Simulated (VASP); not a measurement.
Input for VASP

File KPOINTS:
```
Automatic mesh
0
Gamma
16 16 16
0 0 0
```

**POSCAR**
```
Pt
1
    0.0000000000     1.9228713389     1.9228713389
    1.9228713389     0.0000000000     1.9228713389
    1.9228713389     1.9228713389    -0.0000000000
Pt
1
Direct
  1.0000000000   1.0000000000   0.0000000000
```

### INCAR
```
# general
SYSTEM  = Pt
PREC    = Accurate
ENCUT   = 500
LREAL   = .False.
LASPH   = .True.

# electronic loop
EDIFF   = 1E-6
NELM    = 100
ALGO    = Normal
LMAXMIX = 6

# smearing
ISMEAR  = 1
SIGMA   = 0.1

# functional
GGA     = PE

# ions
IBRION  = 2
NSW     = 40
ISIF    = 3
EDIFFG  = -0.02
PSTRESS = 300

# output
LWAVE   = .False.
LCHARG  = .False.
```

POTCAR, in this order: Pt (PBE.64 set). Program: vasp_std.

Q: Write an equivalent input for Ansatz.

A: One equivalent input (not run):
Ansatz 0.2 input:
```yaml
crystal:
  lattice:
    - [0.0000000, 1.9228713, 1.9228713]
    - [1.9228713, 0.0000000, 1.9228713]
    - [1.9228713, 1.9228713, 0.0000000]
  atoms:
    - { symbol: Pt, position: [1.0000000, 1.0000000, 0.0000000] }
kpoints:
  mp_grid: { grid: [16, 16, 16] }
hamiltonian:
  xc: pbe
  pseudopotentials: { kind: paw }
scf:
  occupations: { method: methfessel_paxton, width: 0.1 }
  max_iter: 100
relax:
  max_steps: 40
  f_tol: 0.02
  cell: { p_target: 30 }
output: { forces: true, stress: true, eigenvalues: true }
```
What does not carry over: each code has its own PAW files, so the cut-off isn't converted (ENCUT is set for VASP's; basis.ecutwfc is left out, and Ansatz then takes the one that its files recommend); Ansatz stops its SCF on the density residual and VASP on the energy change (EDIFF).

The compound is Pt in the fcc structure. It was relaxed first under an external pressure of 30 GPa.
